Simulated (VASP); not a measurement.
An input for Ansatz (written as the equivalent of a VASP run, and not itself run):

Ansatz 0.2 input:
```yaml
crystal:
  lattice:
    - [0.0000000, 3.0137680, 3.0137680]
    - [3.0137680, 0.0000000, 3.0137680]
    - [3.0137680, 3.0137680, 0.0000000]
  atoms:
    - { symbol: In, position: [0.0000000, 0.0000000, 0.0000000] }
    - { symbol: As, position: [0.2500000, 0.2500000, 0.2500000] }
kpoints:
  mp_grid: { grid: [7, 7, 7] }
hamiltonian:
  xc: pbesol
  pseudopotentials: { kind: paw }
scf:
  occupations: { method: gaussian, width: 0.05 }
  max_iter: 100
relax:
  max_steps: 60
  f_tol: 0.01
  cell: {}
output: { forces: true, stress: true, eigenvalues: true }
```

**Question.** Write the VASP files for the same calculation (PBEsol).

**Answer.** Several could match; the one computed here: 
KPOINTS:
```
kpoints
0
gamma
 7 7 7
```

POSCAR:
```
InAs
1.0
  0.0000000000   3.0137680000   3.0137680000
  3.0137680000   0.0000000000   3.0137680000
  3.0137680000   3.0137680000   0.0000000000
In As
1 1
Cartesian
  0.0000000000   0.0000000000   0.0000000000
  1.5068840000   1.5068840000   1.5068840000
```

**INCAR**
```
# general
SYSTEM =InAs
PREC   =Accurate
ENCUT  =400
LREAL  =F
LASPH  =T

# electronic loop
EDIFF  =1E-6
NELM   =100
ALGO   =Normal
LMAXMIX=4

# smearing
ISMEAR =0
SIGMA  =0.05

# functional
GGA    =PS

# ions
IBRION =2
NSW    =60
ISIF   =3
EDIFFG =-0.01

# output
LWAVE  =F
LCHARG =F
```

POTCAR, in this order: In_d As (PBE.64 set). Program: vasp_std.

What does not carry over: each code has its own PAW files, so the cut-off isn't converted (ENCUT is set for VASP's; basis.ecutwfc is left out, and Ansatz then takes the one that its files recommend); Ansatz stops its SCF on the density residual and VASP on the energy change (EDIFF).

The structure was generated: InAs was put into the zinc blende type (F-43m), which need not be its known phase. This run relaxes it. Symmetry was kept, so distortions that lower it aren't found.
